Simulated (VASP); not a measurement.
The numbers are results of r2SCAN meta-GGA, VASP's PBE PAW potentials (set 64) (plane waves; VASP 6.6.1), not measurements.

The input files of a VASP run:

### KPOINTS
```
Automatic
0
Gamma
9 9 9
0 0 0
```

### INCAR
```
SYSTEM = SiC
PREC = Accurate
ENCUT = 520
EDIFF = 1E-6
NELM = 100
ALGO = Normal
LREAL = .FALSE.
LASPH = .TRUE.
ISMEAR = 0
SIGMA = 0.05
LWAVE = .FALSE.
LCHARG = .FALSE.
ISIF = 2
METAGGA = R2SCAN
LMIXTAU = .TRUE.
```

POSCAR:
```
SiC
2.180
  0.0000000000   1.0000000000   1.0000000000
  1.0000000000   0.0000000000   1.0000000000
  1.0000000000   1.0000000000   0.0000000000
Si C
1 1
Cartesian
  0.0000000000   0.0000000000   0.0000000000
  0.5000000000   0.5000000000   0.5000000000
```

POTCAR, in this order: Si C (PBE.64 set). Program: vasp_std.

### Question
What will the output report for the number of irreducible k-points (NKPTS), number of bands (NBANDS), largest plane-wave count, number of space-group operations, FFT grid (NGX, NGY, NGZ)?

### Answer

```yaml
number of irreducible k-points (NKPTS): 35
number of bands (NBANDS): 8
largest_plane_wave_count: 568
number_of_space_group_operations: 24
FFT grid (NGX, NGY, NGZ): 24 × 24 × 24
```

The compound is SiC in the zinc blende structure. The cell was not relaxed at this level. The run is one of a series of settings (GGA removed, LMIXTAU = .TRUE., METAGGA = R2SCAN against the base run), some of them coarse on purpose.
